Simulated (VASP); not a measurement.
SnTe:

```
CELL_PARAMETERS angstrom
0.00000 3.14493 3.14493
3.14493 0.00000 3.14493
3.14493 3.14493 0.00000
ATOMIC_POSITIONS crystal
Sn 0.00000 0.00000 0.00000
Te 0.50000 0.50000 0.50000
```

The cell is a database's computed one.

Base run:

- Program: VASP 6.6.1
- Functional: PBEsol
- Potentials or basis: VASP PAW PBE potentials, release 64 (Sn_d, Te)
- Cutoff: 520 eV
- k mesh: 18 × 18 × 18
- Occupations: gaussian, width 0.1 eV
- Spin: no spin polarisation

Its results: band gap on the k mesh 0.16 eV, direct; pressure 0.0 GPa.

**Question.** The run is repeated on the same cell with these changes: functional from PBEsol to r2SCAN; k mesh from 18 × 18 × 18 to 12 × 12 × 12. What comes out?

**Answer.** Band gap on the k mesh 0.01 eV, direct; pressure 1.8 GPa.

Several settings changed at once, so the effect can't be laid on one alone.

Caveats: the PAW data sets were made with another functional, which shifts forces and pressure a little; spin-orbit coupling is left out, which moves the levels of the heavy elements.

A k mesh can miss the band edges.
